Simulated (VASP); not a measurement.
Here is the system:

```xyz
2
Lattice="0.0000 3.1097 3.1097 3.1097 0.0000 3.1097 3.1097 3.1097 0.0000" Properties=species:S:1:pos:R:3 pbc="T T T"
Ga     0.0000     0.0000     0.0000
Sb     1.5548     1.5548     1.5548
```

These are PBE GGA, VASP's PBE PAW potentials (set 64) (plane waves; VASP) values and carry that method's errors. Numerical set-up: 520 eV cut-off, 10×10×10 Γ-centred mesh, first-order Methfessel-Paxton smearing of 0.10 eV, potentials Ga_d Sb.

Unless said otherwise, spin-orbit coupling is left out, though it shifts the bands of the heavy elements here.

Q: What does the run give for the energy per atom (σ→0), band gap (on the k-mesh) with the smallest direct gap where there is one?

A: 
- band gap (on the k-mesh) = none (metal, semimetal or under 0.01 eV)
- energy per atom (σ→0) = -3.686 eV/atom

Only differences to runs with the same potentials and settings are physical.

The compound is GaSb in the zinc blende structure. It was relaxed first, which changed the volume by +6 %.
